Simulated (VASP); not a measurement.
A convergence study with VASP on Ge (diamond): a few settings are varied, all else stays as given below, so the limit is that of these other settings. The cell's lengths are 1 % over those of the tabulated start and one atom is moved, so it is off equilibrium.

```xyz
2
Lattice="0.0000 2.8573 2.8573 2.8573 0.0000 2.8573 2.8573 2.8573 0.0000" Properties=species:S:1:pos:R:3 pbc="T T T"
Ge     0.0000     0.0000     0.0000
Ge     1.4892     1.4286     1.4286
```

The numbers are results of PBEsol GGA, VASP's PBE PAW potentials (set 64) (plane waves; VASP), not measurements. The last row used: LREAL = Auto, 600 eV cut-off, 7×7×7 Γ-centred mesh, Gaussian smearing of 0.050 eV, potentials Ge_d.

| setting | E (eV/atom) | pressure (GPa) | largest force (eV/Å) | plane waves |
|---|---|---|---|---|
| ENCUT = 300, LREAL = .FALSE., PREC = Normal | -4.9133 | -2.58 | 0.612 | 560 |
| ENCUT = 400, LREAL = .FALSE., PREC = Normal | -4.9147 | -1.59 | 0.617 | 869 |
| ENCUT = 500, LREAL = .FALSE., PREC = Normal | -4.9149 | -1.29 | 0.616 | 1243 |
| ENCUT = 600, LREAL = .FALSE., PREC = Normal | -4.9151 | -1.21 | 0.617 | 1580 |
| ENCUT = 500, LREAL = .FALSE., PREC = Accurate | -4.9149 | -1.30 | 0.617 | 1243 |
| ENCUT = 600, LREAL = .FALSE., PREC = Accurate | -4.9151 | -1.22 | 0.616 | 1580 |
| ENCUT = 300, LREAL = Auto, PREC = Normal | -4.9141 | -2.55 | 0.614 | 560 |
| ENCUT = 400, LREAL = Auto, PREC = Normal | -4.9151 | -1.59 | 0.617 | 869 |
| ENCUT = 500, LREAL = Auto, PREC = Normal | -4.9153 | -1.29 | 0.617 | 1243 |
| ENCUT = 600, LREAL = Auto, PREC = Normal | -4.9156 | -1.20 | 0.617 | 1580 |
| ENCUT = 300, LREAL = Auto, PREC = Accurate | -4.9133 | -2.60 | 0.616 | 560 |
| ENCUT = 400, LREAL = Auto, PREC = Accurate | -4.9151 | -1.57 | 0.617 | 869 |
| ENCUT = 500, LREAL = Auto, PREC = Accurate | -4.9152 | -1.30 | 0.617 | 1243 |
| ENCUT = 600, LREAL = Auto, PREC = Accurate | -4.9156 | -1.23 | 0.616 | 1580 |

Left out are rungs that failed or repeat a setting and relaxations that didn't move; long series are thinned to 24 rows.

The compound is Ge in the diamond structure. The cell was not relaxed at this level, it is distorted from the ideal structure.
